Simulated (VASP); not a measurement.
# Nd3Hf (Pm-3m) in VASP: reference runs

Aim: a first look at Nd3Hf with PBE, on the cell as given.

Program: VASP 6.6.1. These are calculated values, not measurements. Logs are shortened: lines on timing, memory, paths and dates and some standing lists are left out, and cuts for length are marked.

## (1) Starting point

The structure is cubic, space group Pm-3m (No. 221). The conventional cell has a = 5.001 Å, b = 5.001 Å, c = 5.001 Å, α = 90.00°, β = 90.00°, γ = 90.00°. Hf (site symmetry m-3m) has 12 Nd at 3.54 Å as nearest neighbours. Around Nd (site symmetry 4/mmm) lie 4 Hf at 3.54 Å and 8 Nd at 3.54 Å.

The cell comes from a database or a generator and needn't be the stable form of this composition.

## (2) Single point, PBE, collinear spin, ferromagnetic start

INCAR reads:

```
ALGO     = Normal         # electronic algorithm
EDIFF    = 1E-7           # SCF threshold, eV
ENCUT    = 520            # plane-wave cutoff, eV
GGA      = PE             # functional
ISIF     = 2              # what is computed and relaxed
ISMEAR   = -1             # smearing method
ISPIN    = 2              # spin polarisation
LASPH    = T              # aspherical terms in the spheres
LCHARG   = T              # write CHGCAR
LELF     = T              # ELF
LMAXMIX  = 6              # l up to which the mixer works
LORBIT   = 11             # projections on sites
LREAL    = F              # projectors in reciprocal space
LVHAR    = T            
LWAVE    = F              # write WAVECAR
MAGMOM   = 0 3 3 3        # initial moments
NBANDS   = 38             # bands
NELM     = 120            # most SCF steps
PREC     = Accurate       # precision mode
SIGMA    = 0.05           # smearing width, eV
```

KPOINTS reads:

```
k-points
0
Gamma
  6 6 6
```

POSCAR reads:

```
Nd3Hf
1.0
    5.0005290000      0.0000000000      0.0000000000
    0.0000000000      5.0005290000      0.0000000000
    0.0000000000      0.0000000000      5.0005290000
Hf Nd
1 3
Direct
    0.0000000000      0.0000000000      0.0000000000
    0.5000000000      0.5000000000      0.0000000000
    0.5000000000      0.0000000000      0.5000000000
    0.0000000000      0.5000000000      0.5000000000
```

Potentials or basis: VASP PAW PBE potentials, release 64 (Hf_pv, Nd).

Launch:

```
> cat potpaw_PBE.64/Hf_pv/POTCAR potpaw_PBE.64/Nd/POTCAR > POTCAR
> mpirun -np 1 vasp_std > vasp.out
```

OUTCAR:

```text
EDIFF = 1E-7
   ENCUT = 520
   GGA = PE
   ISIF = 2
   ISMEAR = -1
   ISPIN = 2
   LASPH = T
   LORBIT = 11
   LREAL = F
   NELM = 120
   PREC = Accurate

 ion  position               nearest neighbor table
   1  0.000  0.000  0.000-   2 3.54   3 3.54   4 3.54   3 3.54   4 3.54   2 3.54   4 3.54   4 3.54
                             2 3.54   3 3.54   3 3.54   2 3.54
   2  0.500  0.500  0.000-   1 3.54   3 3.54   4 3.54   3 3.54   4 3.54   1 3.54   3 3.54   3 3.54
                             1 3.54   4 3.54   4 3.54   1 3.54
   3  0.500  0.000  0.500-   1 3.54   2 3.54   4 3.54   1 3.54   2 3.54   2 3.54   4 3.54   2 3.54
                             1 3.54   4 3.54   1 3.54   4 3.54
   4  0.000  0.500  0.500-   1 3.54   2 3.54   3 3.54   1 3.54   2 3.54   1 3.54   3 3.54   1 3.54
                             2 3.54   3 3.54   2 3.54   3 3.54

  LATTYP: Found a simple cubic cell.
 ALAT       =     5.0005290000

  Lattice vectors:

 A1 = (   5.0005290000,   0.0000000000,   0.0000000000)
 A2 = (   0.0000000000,   5.0005290000,   0.0000000000)
 A3 = (   0.0000000000,   0.0000000000,   5.0005290000)

Analysis of symmetry for initial positions (statically):
=====================================================================
 Subroutine PRICEL returns:
 Original cell was already a primitive cell.

 Routine SETGRP: Setting up the symmetry group for a
 simple cubic supercell.

 Subroutine GETGRP returns: Found 48 space group operations
 (whereof 48 operations were pure point group operations)
 out of a pool of 48 trial point group operations.

The static configuration has the point symmetry O_h .

Analysis of symmetry for dynamics (positions and initial velocities):
=====================================================================
 Subroutine PRICEL returns:
 Original cell was already a primitive cell.

 Routine SETGRP: Setting up the symmetry group for a
 simple cubic supercell.

 Subroutine GETGRP returns: Found 48 space group operations
 (whereof 48 operations were pure point group operations)
 out of a pool of 48 trial point group operations.

The dynamic configuration has the point symmetry O_h .

Analysis of structural, dynamic, and magnetic symmetry:
=====================================================================
 Subroutine PRICEL returns:
 Original cell was already a primitive cell.

 Routine SETGRP: Setting up the symmetry group for a
 simple cubic supercell.

 Subroutine GETGRP returns: Found 48 space group operations
 (whereof 48 operations were pure point group operations)
 out of a pool of 48 trial point group operations.

The overall configuration has the point symmetry O_h .

 Subroutine INISYM returns: Found 48 space group operations
 (whereof 48 operations are pure point group operations),
 and found     1 'primitive' translations

----------------------------------------------------------------------------------------

                                     Primitive cell

  volume of cell :     125.0397

  direct lattice vectors                    reciprocal lattice vectors
     5.000529000  0.000000000  0.000000000     0.199978842  0.000000000  0.000000000
     0.000000000  5.000529000  0.000000000     0.000000000  0.199978842  0.000000000
     0.000000000  0.000000000  5.000529000     0.000000000  0.000000000  0.199978842

  length of vectors
     5.000529000  5.000529000  5.000529000     0.199978842  0.199978842  0.199978842

  position of ions in fractional coordinates (direct lattice)
     0.000000000  0.000000000  0.000000000
     0.500000000  0.500000000  0.000000000
     0.500000000  0.000000000  0.500000000
     0.000000000  0.500000000  0.500000000

  ion indices of the primitive-cell ions
   primitive index   ion index
                 1           1
                 2           2
                 3           3
                 4           4

----------------------------------------------------------------------------------------

 KPOINTS: k-points

Automatic generation of k-mesh.
 Grid dimensions read from file:
 generate k-points for:    6    6    6

 Generating k-lattice:

  Cartesian coordinates                     Fractional coordinates (reciprocal lattice)
     0.033329807  0.000000000  0.000000000     0.166666667  0.000000000  0.000000000
     0.000000000  0.033329807  0.000000000     0.000000000  0.166666667  0.000000000
     0.000000000  0.000000000  0.033329807     0.000000000  0.000000000  0.166666667

  Length of vectors
     0.033329807  0.033329807  0.033329807

  Shift w.r.t. Gamma in fractional coordinates (k-lattice)
     0.000000000  0.000000000  0.000000000

 Subroutine IBZKPT returns following result:
 ===========================================

 Found     20 irreducible k-points:

 Following reciprocal coordinates:
            Coordinates               Weight
  0.000000  0.000000  0.000000      1.000000
  0.166667  0.000000  0.000000      6.000000
  0.333333  0.000000  0.000000      6.000000
  0.500000  0.000000  0.000000      3.000000
  0.166667  0.166667  0.000000     12.000000
  0.333333  0.166667  0.000000     24.000000
[... 12 lines left out ...]
  0.500000  0.500000  0.333333      6.000000
  0.500000  0.500000  0.500000      1.000000
   k-points           NKPTS =     20   k-points in BZ     NKDIM =     20   number of bands    NBANDS=     38
   number of dos      NEDOS =    301   number of ions     NIONS =      4
   total plane-waves  NPLWV =  64000
   dimension x,y,z NGX =    40 NGY =   40 NGZ =   40
   dimension x,y,z NGXF=    80 NGYF=   80 NGZF=   80
   ions per type =               1   3
   NGX,Y,Z   is equivalent  to a cutoff of  13.30, 13.30, 13.30 a.u.
   NGXF,Y,Z  is equivalent  to a cutoff of  26.60, 26.60, 26.60 a.u.
 SYSTEM =  unknown system
   PREC   = accura    normal or accurate (medium, high low for compatibility)
   ISTART =      0    job   : 0-new  1-cont  2-samecut
   ICHARG =      2    charge: 1-file 2-atom 10-const
   ISPIN  =      2    spin polarized calculation?
   LNONCOLLINEAR =      F non collinear calculations
   LSORBIT =      F    spin-orbit coupling
   LASPH  =      T    aspherical Exc in radial PAW
   ENCUT  =  520.0 eV  38.22 Ry    6.18 a.u.   9.30  9.30  9.30*2*pi/ulx,y,z
   NELM   =    120;   NELMIN=  2; NELMDL= -5     # of ELM steps
   EDIFF  = 0.1E-06   stopping-criterion for ELM
   LREAL  =      F    real-space projection
   EDIFFG = 0.1E-05   stopping-criterion for IOM
   NSW    =      0    number of steps for IOM
   IBRION =     -1    ionic relax: 0-MD 1-quasi-New 2-CG
   NFREE  =      0    steps in history (QN), initial steepest desc. (CG)
   ISIF   =      2    stress and relaxation
   ISYM   =      2    0-nonsym 1-usesym 2-fastsym
   POTIM  = 0.5000    time-step for ionic-motion
   TEBEG  =    0.0;   TEEND  =   0.0 temperature during run
   PSTRESS=    0.0 pullay stress
   NELECT =      52.0000    total number of electrons
   NUPDOWN=      -1.0000    fix difference up-down
   EMIN   =  10.00;   EMAX   =-10.00  energy-range for DOS
   EFERMI =   0.00;   METHOD = LEGACY
   ISMEAR =    -1;   SIGMA  =   0.05  broadening in eV -4-tet -1-fermi 0-gaus
   EFERMI_NEDOS =   21; number of points for ismear=-14 and -15
   IALGO  =     38    algorithm
   IMIX   =      4    mixing-type and parameters
     AMIX     =   0.40;   BMIX     =  1.00
     AMIX_MAG =   1.60;   BMIX_MAG =  1.00
  volume/ion in A,a.u.               =      31.26       210.95
  Fermi-wavevector in a.u.,A,eV,Ry     =   1.221968  2.309186 20.316313  1.493207
  Thomas-Fermi vector in A             =   2.357132
   LORBIT       =     11    0 simple, 1 ext, 2 COOP (PROOUT), +10 PAW based schemes
   GGA     = PE    functional components
   LHFCALC =     F    Hartree Fock is set to
   AEXX    =    0.0000 exact exchange contribution
   IVDW    =     0    specifies the selected vdW correction
   LEPSILON=     F    determine dielectric tensor
   LRPA    =     F    only Hartree local field effects (RPA)
 spin polarized calculation
  energy-cutoff  :      520.00
  volume of cell :      125.04
 maximum number of plane-waves:      3407
 NGX is ok and might be reduce to    40
   NGX = 19   NGY = 19   NGZ = 19

 number of electron      52.0000028 magnetization       9.5817694

 number of electron      51.9999991 magnetization      12.0213332

 Free energy of the ion-electron system (eV)
  ---------------------------------------------------
  ext. energy  EPLUGINS =         0.00000000
  ---------------------------------------------------
  free energy    TOTEN  =       -28.70782972 eV

  energy without entropy =      -28.60300276  energy(sigma->0) =      -28.65541624

 E-fermi :   4.6212     XC(G=0): -10.1852

 val. band max:        4.6192741707   @ k =   0.3333   0.1667   0.1667
 cond. band min:       4.6222538031   @ k =   0.3333   0.1667   0.0000
 fundamental gap:      0.0029796323
 Fermi energy:         4.6211800029

 spin component 1

 k-point     1 :       0.0000    0.0000    0.0000
  band No.  band energies     occupation
      1     -32.5919      1.00000
      2     -32.3920      1.00000
      3     -32.3920      1.00000
      4     -26.5190      1.00000
      5     -26.5190      1.00000
      6     -26.5190      1.00000
[... 30 lines left out ...]
     37       4.9906      0.00062
     38       4.9910      0.00061

 k-point     2 :       0.1667    0.0000    0.0000
  band No.  band energies     occupation
      1     -32.5804      1.00000
      2     -32.4039      1.00000
      3     -32.3917      1.00000
      4     -26.5189      1.00000
      5     -26.5189      1.00000
      6     -26.5187      1.00000
[... 30 lines left out ...]
     37       4.9857      0.00068
     38       5.0078      0.00044
[... 695 lines left out ...]
     37       5.1204      0.00005
     38       5.1309      0.00004

 k-point    20 :       0.5000    0.5000    0.5000
  band No.  band energies     occupation
      1     -32.4573      1.00000
      2     -32.4573      1.00000
      3     -32.4573      1.00000
      4     -26.5212      1.00000
      5     -26.5212      1.00000
      6     -26.5212      1.00000
[... 30 lines left out ...]
     37       5.1765      0.00002
     38       5.1792      0.00001
 Fermi energy:         4.6211800029

 spin component 2

 k-point     1 :       0.0000    0.0000    0.0000
  band No.  band energies     occupation
      1     -31.0189      1.00000
      2     -30.8005      1.00000
      3     -30.8005      1.00000
      4     -26.3796      1.00000
      5     -26.3796      1.00000
      6     -26.3796      1.00000
[... 30 lines left out ...]
     37       6.9050      0.00000
     38       7.1408      0.00000

 k-point     2 :       0.1667    0.0000    0.0000
  band No.  band energies     occupation
      1     -31.0064      1.00000
      2     -30.8136      1.00000
      3     -30.8003      1.00000
      4     -26.3795      1.00000
      5     -26.3795      1.00000
      6     -26.3792      1.00000
[... 30 lines left out ...]
     37       6.9195      0.00000
     38       7.0519      0.00000
[... 695 lines left out ...]
     37       6.9879      0.00000
     38       7.0482      0.00000

 k-point    20 :       0.5000    0.5000    0.5000
  band No.  band energies     occupation
      1     -30.8718      1.00000
      2     -30.8718      1.00000
      3     -30.8718      1.00000
      4     -26.3817      1.00000
      5     -26.3817      1.00000
      6     -26.3817      1.00000
[... 30 lines left out ...]
     37       7.0258      0.00000
     38       7.0258      0.00000

------------------------ aborting loop because EDIFF is reached ----------------------------------------

  FORCE on cell =-STRESS in cart. coord.  units (eV):
  Direction    XX          YY          ZZ          XY          YZ          ZX
  --------------------------------------------------------------------------------------
  -------------------------------------------------------------------------------------
  Total       -1.4090546     -1.4090546     -1.4090546     -0.0000000      0.0000000      0.0000000
  in kB      -18.0547110    -18.0547110    -18.0547110     -0.0000000      0.0000000      0.0000000
  external PRESSURE =     -18.0547110 kB  Pullay stress =       0.0000000 kB

 VOLUME and BASIS-vectors are now :
 -----------------------------------------------------------------------------
  energy-cutoff  :      520.00
  volume of cell :      125.04
      direct lattice vectors                 reciprocal lattice vectors
     5.000529000  0.000000000  0.000000000     0.199978842  0.000000000  0.000000000
     0.000000000  5.000529000  0.000000000     0.000000000  0.199978842  0.000000000
     0.000000000  0.000000000  5.000529000     0.000000000  0.000000000  0.199978842

 POSITION                                       TOTAL-FORCE (eV/Angst)
 -----------------------------------------------------------------------------------
      0.00000      0.00000      0.00000         0.000000      0.000000      0.000000
      2.50026      2.50026      0.00000         0.000000      0.000000      0.000000
      2.50026      0.00000      2.50026         0.000000      0.000000      0.000000
      0.00000      2.50026      2.50026         0.000000      0.000000      0.000000
 -----------------------------------------------------------------------------------
    total drift:                                0.000000     -0.000000     -0.000000

  FREE ENERGIE OF THE ION-ELECTRON SYSTEM (eV)
  ---------------------------------------------------
  free  energy   TOTEN  =       -28.7078297213 eV

  energy  without entropy=      -28.6030027610  energy(sigma->0) =      -28.65541624

 total charge

# of ion       s       p       d       f       tot
--------------------------------------------------
    1        0.416   6.189   1.415   0.000   8.020
    2        2.023   5.353   0.591   3.237  11.204
    3        2.023   5.353   0.591   3.237  11.204
    4        2.023   5.353   0.591   3.237  11.204
--------------------------------------------------
tot          6.485  22.248   3.188   9.711  41.632

 magnetization (x)

# of ion       s       p       d       f       tot
--------------------------------------------------
    1       -0.003   0.064   0.232   0.000   0.293
    2       -0.007  -0.094   0.154   3.188   3.242
    3       -0.007  -0.094   0.154   3.188   3.242
    4       -0.007  -0.094   0.154   3.188   3.242
--------------------------------------------------
tot         -0.023  -0.216   0.694   9.565  10.019
```

It took 7.6 min on 1 thread of Intel Xeon 6975P-C (Granite Rapids), shared host; peak memory 0.4 GiB.

What came out:

| Item | Value |
| --- | --- |
| Free energy | -28.7078 eV |
| Pressure | -1.8 GPa |
| Band gap on the k mesh | none (metal or under the smearing width) |
| Net moment | 12.02 μB per cell |
| Site moments | Hf +0.29; Nd +3.24 μB |
| Valence electrons inside the program's atomic spheres | Hf 8.02; Nd 11.20 |

Caveat: the magnetic or orbital state may not be the lowest; without U or exact exchange the open f shell lies at the Fermi level, which spoils levels, moments and volumes. The state reached can hang on the start; a lower one may exist.
